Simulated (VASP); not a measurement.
Here is a VASP 6.6.1 calculation.

Contents of INCAR:

```
SYSTEM = Cu
ALGO = Fast
EDIFF = 1E-7
ENCUT = 520
GGA = PE
ISIF = 2
ISMEAR = 0
LASPH = .TRUE.
LCHARG = .FALSE.
LREAL = .FALSE.
LWAVE = .FALSE.
NELM = 60
PREC = Accurate
SIGMA = 0.1
```

Contents of KPOINTS:

```
k-points
0
G
  14 14 14
  0 0 0
```

POSCAR

```
Cu
1.0
    0.0000000000      1.8075000000      1.8075000000
    1.8075000000      0.0000000000      1.8075000000
    1.8075000000      1.8075000000      0.0000000000
Cu
1
Direct
    0.0000000000      0.0000000000      0.0000000000
```

Potentials or basis: VASP PAW PBE potentials, release 64 (Cu).

Launch:

```console
$ cat potpaw_PBE.64/Cu/POTCAR > POTCAR
$ mpirun -np 1 vasp_std > vasp.out
```

(1) Predict the pressure.

(2) What does it give for the band gap on the k mesh?

## Answers

(1) 2.7 GPa.

(2) none (metal or under the smearing width).
